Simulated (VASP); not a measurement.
Consider the following.

```
SnSe2
1.0
    1.92612    -3.33614     0.00000
    1.92612     3.33614     0.00000
    0.00000     0.00000     7.41047
Sn Se
1 2
Direct
  0.00000   0.00000   0.00000
  0.33333   0.66667   0.21471
  0.66667   0.33333   0.78529
```

Level of theory: TPSS meta-GGA, VASP's PBE PAW potentials (set 64) (plane waves; VASP 6.6.1). Run with 520 eV cut-off, 8×8×4 Γ-centred mesh, tetrahedra with Blöchl corrections, potentials Sn_d Se.

The cores are frozen, which limits the accuracy of field gradients. Without a dispersion term in the relaxation, distances and binding between the weakly bound layers, chains or molecules are unreliable, and so is what depends on them.

Question: Give the principal components of the electric field gradient (V/Å²) and the asymmetry η at each nucleus.

Answer: 
| atom | Vxx | Vyy | Vzz | η |
|---|---|---|---|---|
| Sn1 | 1.3 | 1.3 | -2.5 | 0.00 |
| Se2 | 39.6 | 39.6 | -79.2 | 0.00 |
| Se3 | 39.6 | 39.6 | -79.2 | 0.00 |

The compound is SnSe2 in the 1T layered structure. It was relaxed first, which changed the volume by +23 %.
